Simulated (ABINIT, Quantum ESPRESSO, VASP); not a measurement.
**Code comparison for Sr3SbN (Pm-3m, 5 atoms in the cell)**

Self-consistent single point.

```yaml
crystal:
  lattice:
    - [5.19497, 0.00000, 0.00000]
    - [0.00000, 5.19497, 0.00000]
    - [0.00000, 0.00000, 5.19497]
  atoms:
    - { symbol: Sr, position: [0.00000, 0.50000, 0.50000] }
    - { symbol: Sr, position: [0.50000, 0.00000, 0.50000] }
    - { symbol: Sr, position: [0.50000, 0.50000, 0.00000] }
    - { symbol: Sb, position: [0.00000, 0.00000, 0.00000] }
    - { symbol: N, position: [0.50000, 0.50000, 0.50000] }
```

Shared settings, as Quantum ESPRESSO writes them: occupations = smearing; smearing = fd; degauss = 0.00147 Ry; K_POINTS = automatic 5 5 5 0 0 0. Potentials and cutoffs stand in the table.

```csv
code,model,pressure (GPa),gap on the mesh (eV),cutoff
ABINIT,"LDA (PW92), norm-conserving pseudopotentials (PseudoDojo nc-sr-04 LDA standard)",-3.46,0.252,42 Ha
Quantum ESPRESSO,"LDA (PZ), GBRV 1.5 ultrasoft (LDA) pseudopotentials",-3.45,0.255,40 Ry
VASP,"LDA (PZ), VASP's LDA PAW potentials (set 64)",-3.68,0.207,400 eV
```

Gaps are read on the mesh.

On ABINIT's run: spin-orbit coupling is off.

The spread over the programs that give each value: pressure within 0.23 GPa; gap on the mesh within 0.048 eV.

The same LDA comes in different parametrisations, which differ slightly.

VASP's run is marked for a possible Pulay error in its stress at this cutoff; no cutoff test was made.

The starting cell comes from a database of computed structures (which also holds hypothetical and non-ambient phases and stackings), without a prior relaxation at this level.

Left out of this page: Ansatz, GPAW, CP2K, Elk and SIESTA (not drawn, or without a comparable value).
